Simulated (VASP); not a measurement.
Data:

```
CELL_PARAMETERS angstrom
      2.15044    -3.72467     0.00000
      2.15044     3.72467     0.00000
      0.00000     0.00000     7.01297
ATOMIC_POSITIONS crystal
  Cd 0.66667 0.33333 0.49997
  Cd 0.33333 0.66667 0.99997
  Se 0.66667 0.33333 0.87603
  Se 0.33333 0.66667 0.37603
```

The numbers are results of PBEsol GGA with spin-orbit coupling, VASP's PBE PAW potentials (set 64) (plane waves; VASP 6.6.1), not measurements. Settings: 400 eV cut-off, 6×6×3 Γ-centred mesh, Gaussian smearing of 0.050 eV, potentials Cd Se.

Give the energies of bands 27 to 40 at the high-symmetry points, in eV from the valence-band maximum.

| band | Γ | M | K | A | L | H |
|---|---|---|---|---|---|---|
| 27 | -1.01 | -3.83 | -3.94 | -2.83 | -4.40 | -4.25 |
| 28 | -1.01 | -3.83 | -3.94 | -2.83 | -4.40 | -4.25 |
| 29 | -0.78 | -2.83 | -3.24 | -0.65 | -1.58 | -2.66 |
| 30 | -0.78 | -2.83 | -3.24 | -0.65 | -1.58 | -2.66 |
| 31 | -0.38 | -2.01 | -2.08 | -0.65 | -1.58 | -2.58 |
| 32 | -0.38 | -2.01 | -2.06 | -0.65 | -1.58 | -2.58 |
| 33 | -0.03 | -1.50 | -2.06 | -0.41 | -1.42 | -1.29 |
| 34 | -0.03 | -1.50 | -2.03 | -0.41 | -1.42 | -1.29 |
| 35 | 0.00 | -0.88 | -1.80 | -0.41 | -1.42 | -1.23 |
| 36 | 0.00 | -0.88 | -1.80 | -0.41 | -1.42 | -1.23 |
| 37 | 0.42 | 3.00 | 3.97 | 2.15 | 2.71 | 3.51 |
| 38 | 0.42 | 3.00 | 3.97 | 2.15 | 2.71 | 3.51 |
| 39 | 1.97 | 3.11 | 4.46 | 2.15 | 2.71 | 3.58 |
| 40 | 1.97 | 3.11 | 4.64 | 2.15 | 2.71 | 3.58 |

The gap is direct, 0.42 eV, from the valence maximum at Γ to the conduction minimum at Γ.

Measured: gap 1.73 eV (computed value off by -1.31 eV), as given by Abedi et al., (2022), arXiv:2211.14644.

The compound is CdSe in the wurtzite structure. It was relaxed first.
